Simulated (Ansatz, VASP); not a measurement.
# NaMgF3: VASP beside Ansatz

INCAR

```
  PREC = Accurate
  ENCUT = 520
  EDIFF = 1E-6
  ISMEAR = 0
  SIGMA = 0.05
  LREAL = F
  LASPH = T
  NELM = 100
  ALGO = Normal
  ISIF = 2
  LWAVE = F
  LCHARG = F
  NBANDS = 23
```

Contents of KPOINTS:

```
Automatic mesh
0
Gamma
  6 6 6
```

Contents of POSCAR:

```
NaMgF3
1.0
    3.5557551000      0.0000000000      0.0000000000
    0.0000000000      4.3459229000      0.0000000000
    0.0000000000      0.0000000000      3.9508390000
Na Mg F
1 1 3
Direct
    0.0000000000      0.0000000000      0.0000000000
    0.5000000000      0.5000000000      0.5000000000
    0.5000000000      0.5000000000      0.0000000000
    0.5000000000      0.0000000000      0.5000000000
    0.0000000000      0.5000000000      0.5000000000
```

Input for Ansatz:

```yaml
crystal:
  lattice:
    - [3.5557551, 0.0, 0.0]
    - [0.0, 4.3459229, 0.0]
    - [0.0, 0.0, 3.950839]
  atoms:
    - { symbol: Na, position: [0.0, 0.0, 0.0] }
    - { symbol: Mg, position: [0.5, 0.5, 0.5] }
    - { symbol: F, position: [0.5, 0.5, 0.0] }
    - { symbol: F, position: [0.5, 0.0, 0.5] }
    - { symbol: F, position: [0.0, 0.5, 0.5] }
basis:
  ecutwfc: 420
kpoints:
  mp_grid: { grid: [6, 6, 6] }
hamiltonian:
  xc: lda
scf:
  occupations: { method: gaussian, width: 0.05 }
output:
  forces: true
  stress: true
  eigenvalues: true
```

Change from the starting cell: strain -0.1000 x Voigt [1, -1, 0, 0, 0, 0], atoms carried along.

Alike in both runs: task single point; functional LDA; k mesh 6 × 6 × 6; occupations gaussian, width 0.05 eV; no spin polarisation.

```csv
,VASP,Ansatz
version,VASP 6.6.1,Ansatz 0.2.0
potentials or method,"VASP PAW LDA potentials, release 64 (Na_pv, Mg, F)","scalar-relativistic, plane waves, PAW"
plane-wave cutoff (eV),520,420
valence electrons in the cell,30,40
```

VASP gave:

- gap on the k mesh at the Fermi level (eV): 5.48
- least direct gap on the mesh (eV): 5.94
- pressure (GPa): -2.9
- largest component of the traceless stress (GPa): 13.89

Problem. Estimate Ansatz's values.

Solution. gap on the k mesh at the Fermi level (eV): 5.51; least direct gap on the mesh (eV): 5.96; pressure (GPa): -2.2; largest component of the traceless stress (GPa): 13.67.

The two sets of potentials don't hold the same shells in valence.

A k mesh can miss the band edges.
